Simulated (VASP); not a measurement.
The system is RuSe.

```
CELL_PARAMETERS angstrom
3.18769 0.00000 0.00000
0.00000 3.18769 0.00000
0.00000 0.00000 3.18769
ATOMIC_POSITIONS crystal
Ru 0.00000 0.00000 0.00000
Se 0.50000 0.50000 0.50000
```

The cell comes from a database or a generator and needn't be the stable form of this composition.

```yaml
Program: VASP 6.6.1
Task: relaxation of cell and atoms
Functional: RPBE
Potentials_or_basis: VASP PAW PBE potentials, release 64 (Ru_pv, Se)
Cutoff: 600 eV
k_mesh: 8 × 8 × 8
Occupations: fermi-dirac, width 0.05 eV
Spin: no spin polarisation
```

At the start: pressure -5.7 GPa; volume 16.20 Å³/atom.

**Question.** How do energy, volume and symmetry change on relaxing?

**Answer.** Over 3 steps the energy falls by 11.2 meV/atom and the volume is 15.59 Å³/atom (-3.7 %); space group Pm-3m (No. 221, to 0.05 Å).

Step by step:
```tsv
step	energy change (eV)	largest force (eV/Å)	pressure (GPa)	volume (Å³)
1	0.0000	0.0000	-5.70	32.39
2	0.0135	0.0000	8.60	29.77
3	-0.0225	0.0000	-0.06	31.19
```

Final structure:
```
Ru Se
1.0
     3.14771    0.00000    0.00000
     0.00000    3.14771    0.00000
     0.00000    0.00000    3.14771
Ru Se
1 1
Cartesian
  0.0000 0.0000 0.0000
  1.5739 1.5739 1.5739
```

Caveat: the PAW data sets were made with another functional, which shifts forces and pressure a little.
